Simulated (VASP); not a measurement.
These are PBEsol GGA, VASP's PBE PAW potentials (set 64) (plane waves; VASP 6.6.1) values and carry that method's errors.

VASP ran on this input.

INCAR:
```
ALGO  =  Normal
EDIFF  =  1E-7
ENCUT  =  520
GGA  =  PS
ISIF  =  2
ISMEAR  =  -5
LASPH  =  .TRUE.
LCHARG  =  .TRUE.
LORBIT  =  11
LREAL  =  .FALSE.
LWAVE  =  .FALSE.
NEDOS  =  601
NELM  =  100
PREC  =  Accurate
SYSTEM  =  BN
```

File KPOINTS:
```
Automatic mesh
0
Gamma
14 14 14
0 0 0
```

File POSCAR:
```
BN
1
    0.0000000000     1.8038589440     1.8038589440
    1.8038589440     0.0000000000     1.8038589440
    1.8038589440     1.8038589440     0.0000000000
B N
1 1
Direct
  0.0000000000   0.0000000000   0.0000000000
  0.2500000000   0.2500000000   0.2500000000
```

POTCAR, in this order: B N (PBE.64 set). Program: vasp_std.

Output

**OSZICAR**
```
       N       E                     dE             d eps       ncg     rms          rms(c)
DAV:   1     0.830524735839E+01    0.83052E+01   -0.52497E+03  1720   0.995E+02
DAV:   2    -0.190930230091E+02   -0.27398E+02   -0.26972E+02  2216   0.173E+02
DAV:   3    -0.193012473167E+02   -0.20822E+00   -0.20822E+00  2000   0.190E+01
DAV:   4    -0.193014298352E+02   -0.18252E-03   -0.18252E-03  2264   0.479E-01
DAV:   5    -0.193014299091E+02   -0.73959E-07   -0.73959E-07  1904   0.739E-03    0.659E+00
DAV:   6    -0.184545241424E+02    0.84691E+00   -0.31385E+00  2104   0.129E+01    0.329E+00
DAV:   7    -0.183677520923E+02    0.86772E-01   -0.10019E-01  2160   0.293E+00    0.188E+00
DAV:   8    -0.183469012302E+02    0.20851E-01   -0.41227E-02  1856   0.169E+00    0.182E-01
DAV:   9    -0.183469158612E+02   -0.14631E-04   -0.40853E-04  1712   0.228E-01    0.746E-02
DAV:  10    -0.183469313032E+02   -0.15442E-04   -0.73047E-05  2368   0.873E-02    0.131E-02
DAV:  11    -0.183469328184E+02   -0.15152E-05   -0.32572E-06  1912   0.161E-02    0.544E-03
DAV:  12    -0.183469328149E+02    0.34825E-08   -0.85759E-07  1968   0.743E-03
   1 F= -.18346933E+02 E0= -.18346933E+02  d E =0.000000E+00
```

**OUTCAR**
```
------------------------ aborting loop because EDIFF is reached ----------------------------------------
  FORCE on cell =-STRESS in cart. coord.  units (eV):
  Direction    XX          YY          ZZ          XY          YZ          ZX
  --------------------------------------------------------------------------------------
  Total       -0.0025874     -0.0025874     -0.0025874     -0.0000000     -0.0000000     -0.0000000
  in kB       -0.3531352     -0.3531352     -0.3531352     -0.0000000     -0.0000000     -0.0000000
  external PRESSURE =      -0.3531352 kB  Pullay stress =       0.0000000 kB
  volume of cell :       11.74
      direct lattice vectors                 reciprocal lattice vectors
     0.000000000  1.803858944  1.803858944    -0.277183536  0.277183536  0.277183536
     1.803858944  0.000000000  1.803858944     0.277183536 -0.277183536  0.277183536
     1.803858944  1.803858944  0.000000000     0.277183536  0.277183536 -0.277183536
  FREE ENERGIE OF THE ION-ELECTRON SYSTEM (eV)
  ---------------------------------------------------
  free  energy   TOTEN  =       -18.3469328149 eV

  energy  without entropy=      -18.3469328149  energy(sigma->0) =      -18.34693281

 total charge

# of ion       s       p       d       tot
------------------------------------------
    1        0.677   1.368   0.000   2.045
    2        1.208   2.759   0.000   3.967
--------------------------------------------------
tot          1.885   4.128   0.000   6.012
```
(Selected blocks of OUTCAR.)

The structure was generated: BN was put into the zinc blende type (F-43m), which need not be its known phase. It was relaxed first.
